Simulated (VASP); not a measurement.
Data:

```
SrVO3
1.0
    3.78056     0.00000     0.00000
    0.00000     3.78056     0.00000
    0.00000     0.00000     3.78056
Sr V O
1 1 3
Direct
  0.00000   0.00000   0.00000
  0.50000   0.50000   0.50000
  0.50000   0.00000   0.50000
  0.00000   0.50000   0.50000
  0.50000   0.50000   0.00000
```

Level of theory: AM05 GGA, VASP's PBE PAW potentials (set 64) (plane waves; VASP). Run with 520 eV cut-off, 8×8×8 Γ-centred mesh, first-order Methfessel-Paxton smearing of 0.10 eV, potentials Sr_sv V_sv O.

Q: What does the run give for the energy per atom (σ→0), pressure, band gap (on the k-mesh) with the smallest direct gap where there is one?

A: 
| Quantity | Value |
|---|---|
| band gap (on the k-mesh) | none (metal, semimetal or under 0.01 eV) |
| energy per atom (σ→0) | -8.035 eV/atom |
| pressure | 6.32 GPa |

The compound is SrVO3 in the cubic perovskite structure. This cell is one point of a volume scan, at 0.97 of the reference volume. The run is not spin-polarised, so no magnetic state was tried. The electron count is odd and the run is not spin-polarised, which forces a metal.
